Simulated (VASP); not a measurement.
A run of VASP 6.6.1 is set up as follows.

Contents of POSCAR:

```
CdBr
1.0
    0.0000000000      3.0723910300      3.0723910300
    3.0723910300      0.0000000000      3.0723910300
    3.0723910300      3.0723910300      0.0000000000
Cd Br
1 1
Direct
    0.0000000000      0.0000000000      0.0000000000
    0.5000000000      0.5000000000      0.5000000000
```

File INCAR.step1:

```
PREC = Accurate
ENCUT = 520
EDIFF = 1E-5
ISMEAR = -1
SIGMA = 0.05
LREAL = False
LASPH = True
NELM = 100
ALGO = Normal
ISIF = 2
LWAVE = True
LCHARG = False
NBANDS = 16
GGA = PE
```

Contents of INCAR.step2:

```
PREC = Accurate
ENCUT = 520
EDIFF = 1E-6
ISMEAR = -1
SIGMA = 0.05
LREAL = False
LASPH = True
NELM = 100
ALGO = Normal
ISIF = 2
LWAVE = False
LCHARG = False
GGA = PE
LHFCALC = True
HFSCREEN = 0.2
AEXX = 0.4
PRECFOCK = Fast
NBANDS = 16
ISTART = 1
```

Contents of KPOINTS:

```
regular mesh
0
Gamma
  4 4 4
```

Potentials or basis: VASP PAW PBE potentials, release 64 (Cd, Br).

Run with:

```sh
$ cat potpaw_PBE.64/Cd/POTCAR potpaw_PBE.64/Br/POTCAR > POTCAR
$ cp INCAR.step1 INCAR
$ mpirun -np 1 vasp_std > vasp.out
$ cp INCAR.step2 INCAR
$ mpirun -np 1 vasp_std > vasp.out
```

**Question.** Predict the pressure.

**Answer.** 0.8 GPa.

**Question.** What does it give for the band gap on the k mesh?

**Answer.** None (metal or under the smearing width).

Caveat: the k mesh is coarse (spacing up to 0.44 Å⁻¹), so the values aren't converged, least of all with exact exchange; the PAW data sets were made with another functional, which shifts forces and pressure a little; an odd number of electrons without spin polarisation forces a metal; a magnetic or distorted state may lie lower.
